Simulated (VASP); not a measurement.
Wanted: the native input for a VASP 6.6.1 run.

```yaml
Task: relaxation of cell and atoms
Functional: PBE
Potentials_or_basis: VASP PAW PBE potentials, release 64 (Ca_sv, Fe, O)
Cutoff: 520 eV
k_mesh: 4 × 4 × 2
Occupations: gaussian, width 0.15 eV
Spin: collinear spin, ferromagnetic start
Starting_moments: "[0.0, 0.0, 3.0, 0.0, 0.0, 0.0] μB"
Further_INCAR_settings: PREC = Normal; ALGO = Fast; EDIFF = 0.0001; IBRION = 2; EDIFFG = -0.08; NSW = 24; ISIF = 3
```

The structure of Ca2FeO3 lies in POSCAR:

```
Ca2FeO3
1.0
    3.6882586600      0.0000000000      0.0000000000
   -1.8441293300      3.1941257000      0.0000000000
    0.0000000000      0.0000000000      7.2549575200
Ca Fe O
2 1 3
Direct
    0.3333333300      0.6666666700      0.2428220100
    0.3333333300      0.6666666700      0.7571779900
    0.6666666700      0.3333333300      0.0000000000
    0.6666666700      0.3333333300      0.5000000000
    0.0000000000      0.0000000000      0.0000000000
    0.0000000000      0.0000000000      0.5000000000
```

The cell was built by a generator and needn't be a form met in nature.

The input as run:

INCAR

```
ALGO = Fast
EDIFF = 1E-4
EDIFFG = -0.08
ENCUT = 520
GGA = PE
IBRION = 2
ISIF = 3
ISMEAR = 0
ISPIN = 2
LASPH = True
LCHARG = False
LMAXMIX = 4
LORBIT = 11
LREAL = False
LWAVE = False
MAGMOM = 0 0 3 0 0 0
NELM = 60
NSW = 24
PREC = Normal
SIGMA = 0.15
```

KPOINTS

```
k-points
0
Gamma
  4 4 2
```

Potentials or basis: VASP PAW PBE potentials, release 64 (Ca_sv, Fe, O).

Launch:

```console
$ cat potpaw_PBE.64/Ca_sv/POTCAR potpaw_PBE.64/Fe/POTCAR potpaw_PBE.64/O/POTCAR > POTCAR
$ mpirun -np 1 vasp_std > vasp.out
```

Results of the run:

* Relaxed volume: 14.06 Å³/atom
* Relaxed cell: a = 3.613 Å, b = 3.613 Å, c = 7.461 Å, α = 90.00°, β = 90.00°, γ = 120.00°
* Space group after relaxing (to 0.05 Å): P-6m2 (No. 187)
* Energy gained by relaxing: 396.8 meV/atom
* Ionic steps: 15
* Pressure after relaxing: 0.6 GPa
* Largest force after relaxing: 0.051 eV/Å
* Band gap on the k mesh: none (metal or under the smearing width)
* Net moment: 3.00 μB per cell
* Site moments: Ca -0.02; Fe +2.92; O +0.00, +0.14, +0.01 μB
* Valence electrons inside the program's atomic spheres: Ca 8.21; Fe 6.86; O 4.90, 4.88, 4.91

Caveat: the k mesh is coarse (spacing up to 0.49 Å⁻¹), so the values aren't converged; a cell with one magnetic atom can't hold antiferromagnetic order, which such compounds often take; semilocal functionals often make such compounds metallic where correlation or magnetic order opens a gap, which also shifts bond lengths; the relaxation stopped at a loose force limit of 0.08 eV/Å, so its end isn't a converged minimum.

Wall time 6.7 min on 1 thread of Intel(R) Xeon(R) Platinum 8488C (Sapphire Rapids), on a shared host, peak memory 0.2 GiB.
